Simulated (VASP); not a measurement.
```
GaN
1.0
    2.74310     0.00000     0.00000
    0.00000     2.74310     0.00000
    0.00000     0.00000     2.74310
Ga N
1 1
Cartesian
  0.00000   0.00000   0.00000
  1.37155   1.37155   1.37155
```

These are PBE GGA, VASP's PBE PAW potentials (set 64) (plane waves; VASP) values and carry that method's errors. Numerical set-up: 520 eV cut-off, Gaussian smearing of 0.050 eV, potentials Ga_d N.

**Question.** Give the energies of bands 7 to 12 at the high-symmetry points, in eV from the Fermi level.

**Answer.** 
```tsv
band	Γ	X	M	R
7	-1.85	-9.21	-6.10	-2.94
8	-1.24	0.12	-6.10	-2.94
9	-1.24	0.12	-2.58	-2.94
10	-1.24	3.47	0.49	1.51
11	9.92	4.90	8.22	1.51
12	9.92	10.69	8.22	1.51
```

It has no gap at this level: it comes out as a metal or semimetal.

The structure was generated: GaN was put into the CsCl type type (Pm-3m), which need not be its known phase. It was relaxed first, which changed the volume by +31 %.
